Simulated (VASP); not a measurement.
VASP input:

KPOINTS:
```
Automatic mesh
0
Gamma
11 11 11
0 0 0
```

File POSCAR:
```
Ge
1
    0.0000000000     2.8677913565     2.8677913565
    2.8677913565     0.0000000000     2.8677913565
    2.8677913565     2.8677913565     0.0000000000
Ge
2
Direct
  0.0000000000   0.0000000000   0.0000000000
  0.2500000000   0.2500000000   0.2500000000
```

### INCAR
```
ALGO  =  Normal
EDIFF  =  1E-7
ENCUT  =  520
ISIF  =  2
ISMEAR  =  1
LASPH  =  .True.
LCHARG  =  .False.
LMAXMIX  =  4
LREAL  =  .False.
LWAVE  =  .False.
NELM  =  100
PREC  =  Accurate
SIGMA  =  0.1
SYSTEM  =  Ge
```

POTCAR, in this order: Ge_d (LDA.64 set). Program: vasp_std.

Problem. Translate this LDA calculation to Ansatz.

Solution. One equivalent input (not run):
Ansatz 0.2 input:
```yaml
crystal:
  lattice:
    - [0.0000000, 2.8677914, 2.8677914]
    - [2.8677914, 0.0000000, 2.8677914]
    - [2.8677914, 2.8677914, 0.0000000]
  atoms:
    - { symbol: Ge, position: [0.0000000, 0.0000000, 0.0000000] }
    - { symbol: Ge, position: [0.2500000, 0.2500000, 0.2500000] }
kpoints:
  mp_grid: { grid: [11, 11, 11] }
hamiltonian:
  xc: lda
  pseudopotentials: { kind: paw }
scf:
  occupations: { method: methfessel_paxton, width: 0.1 }
  max_iter: 100
output: { forces: true, stress: true, eigenvalues: true }
```
What does not carry over: each code has its own PAW files, so the cut-off isn't converted (ENCUT is set for VASP's; basis.ecutwfc is left out, and Ansatz then takes the one that its files recommend); Ansatz stops its SCF on the density residual and VASP on the energy change (EDIFF); Ansatz's lda is the Perdew-Wang form, while the LDA potentials of VASP carry Perdew-Zunger's.

The compound is Ge in the diamond structure. This cell is one point of a volume scan, at 1.06 of the reference volume.
